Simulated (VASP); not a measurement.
LaSb, 2 atoms in the cell. The typed cell holds 2 atoms: a = 4.589 Å, b = 4.589 Å, c = 4.589 Å, α = 60.00°, β = 60.00°, γ = 60.00°.  The cell isn't the ideal one: atoms moved at random, drawn with an rms of 0.05 Å.

| Item | Value |
| --- | --- |
| Program | VASP 6.6.1 |
| Task | single point |
| Functional | PBEsol |
| Potentials or basis | VASP PAW PBE potentials, release 64 (La, Sb) |
| Cutoff | 520 eV |
| k mesh | 7 × 7 × 7 |
| Occupations | fermi-dirac, width 0.05 eV |
| Spin | no spin polarisation |
| Ladder | free |
| Further INCAR settings | ALGO = Normal; EDIFF = 1e-07; NBANDS = 15 |

Potentials or basis: VASP PAW PBE potentials, release 64 (La, Sb).

Launch:

```console
$ cat potpaw_PBE.64/La/POTCAR potpaw_PBE.64/Sb/POTCAR > POTCAR
$ mpirun -np 1 vasp_std > vasp.out
```

Hardware: 1 thread of AMD EPYC 7R43 64-Core Processor (Zen 3), with other jobs on the host.

**Question.** Estimate the wall time of this run.

**Answer.** Wall time 6.2 min on 1 thread of AMD EPYC 7R43 64-Core Processor (Zen 3) (shared host), peak memory 0.34 GiB. Counts: scf iterations 16, k points 172.
